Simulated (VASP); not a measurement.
The input files of a VASP run:

### KPOINTS
```
Automatic mesh
0
Gamma
8 8 8
0 0 0
```

### POSCAR
```
SrO
1.0
  0.0000000000   2.5837850000   2.5837850000
  2.5837850000   0.0000000000   2.5837850000
  2.5837850000   2.5837850000   0.0000000000
Sr O
1 1
Cart
  2.5837850000   2.5837850000   2.5837850000
  0.0000000000   0.0000000000   0.0000000000
```

**INCAR**
```
ALGO = Normal
EDIFF = 1E-6
EDIFFG = -0.01
ENCUT = 520
IBRION = 2
ISIF = 3
ISMEAR = 0
LASPH = .TRUE.
LCHARG = .FALSE.
LMAXMIX = 4
LREAL = .FALSE.
LWAVE = .FALSE.
NELM = 100
NSW = 60
PREC = Accurate
SIGMA = 0.05
SYSTEM = SrO
```

POTCAR, in this order: Sr_sv O (LDA.64 set). Program: vasp_std.

**Question.** Write an equivalent input for Ansatz.

**Answer.** One equivalent input (not run):
Ansatz 0.2 input:
```yaml
crystal:
  lattice:
    - [0.0000000, 2.5837850, 2.5837850]
    - [2.5837850, 0.0000000, 2.5837850]
    - [2.5837850, 2.5837850, 0.0000000]
  atoms:
    - { symbol: Sr, position: [0.5000000, 0.5000000, 0.5000000] }
    - { symbol: O, position: [0.0000000, 0.0000000, 0.0000000] }
kpoints:
  mp_grid: { grid: [8, 8, 8] }
hamiltonian:
  xc: lda
  pseudopotentials: { kind: paw }
scf:
  occupations: { method: gaussian, width: 0.05 }
  max_iter: 100
relax:
  max_steps: 60
  f_tol: 0.01
  cell: {}
output: { forces: true, stress: true, eigenvalues: true }
```
Limits of the translation: each code has its own PAW files, so the cut-off isn't converted (ENCUT is set for VASP's; basis.ecutwfc is left out, and Ansatz then takes the one that its files recommend); Ansatz stops its SCF on the density residual and VASP on the energy change (EDIFF); Ansatz's lda is the Perdew-Wang form, while the LDA potentials of VASP carry Perdew-Zunger's.

The structure comes from a computed database's SrO entry (Fm-3m); how it stands against other phases isn't given here. This run relaxes it. Symmetry was kept, so distortions that lower it aren't found.
